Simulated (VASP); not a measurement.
An input for Ansatz (written as the equivalent of a VASP run, and not itself run):

Ansatz 0.2 input:
```yaml
crystal:
  lattice:
    - [2.5435400, -6.7213950, 0.0000000]
    - [2.5435400, 6.7213950, 0.0000000]
    - [0.0000000, 0.0000000, 5.0126070]
  atoms:
    - { symbol: Sb, position: [0.5640000, 0.4360000, 0.2500000] }
    - { symbol: Sb, position: [0.4360000, 0.5640000, 0.7500000] }
    - { symbol: W, position: [0.8547500, 0.1452500, 0.2500000] }
    - { symbol: W, position: [0.1452500, 0.8547500, 0.7500000] }
kpoints:
  mp_grid: { grid: [4, 4, 4] }
hamiltonian:
  xc: pbe
  pseudopotentials: { kind: paw }
scf:
  occupations: { method: fermi_dirac, width: 0.1 }
  max_iter: 100
output: { forces: true, stress: true, eigenvalues: true }
```

Write the VASP files for the same calculation (PBE).

Several could match; the one computed here: 
### KPOINTS
```
Automatic mesh
0
Gamma
4 4 4
0 0 0
```

File POSCAR:
```
SbW
13.442790
  0.1892122097  -0.5000000000   0.0000000000
  0.1892122097   0.5000000000   0.0000000000
  0.0000000000   0.0000000000   0.3728844235
Sb W
2 2
Cartesian
  0.1892122097  -0.0640000000   0.0932211059
  0.1892122097   0.0640000000   0.2796633177
  0.1892122097  -0.3547500000   0.0932211059
  0.1892122097   0.3547500000   0.2796633177
```

INCAR:
```
SYSTEM = SbW
PREC = Accurate; ENCUT = 300; LREAL = .False.
LASPH = .True.
EDIFF = 1E-6; NELM = 100; ALGO = Normal
LMAXMIX = 6
ISMEAR = -1; SIGMA = 0.1
GGA = PE
ISIF = 2
LWAVE = .False.; LCHARG = .False.
```

POTCAR, in this order: Sb W_sv (PBE.64 set). Program: vasp_std.

The two are equivalent in intent, not identical: each code has its own PAW files, so the cut-off isn't converted (ENCUT is set for VASP's; basis.ecutwfc is left out, and Ansatz then takes the one that its files recommend); Ansatz stops its SCF on the density residual and VASP on the energy change (EDIFF).

The structure was generated: SbW was put into an ordered model structure, which need not be its known phase. The cell was not relaxed at this level. The k-mesh is coarse (spacing up to 0.33 per Å, 2π included), so the numbers may not be converged in it. The run is one of a series of settings (KPOINTS 4×4×4 Γ-centred mesh against the base run), some of them coarse on purpose.
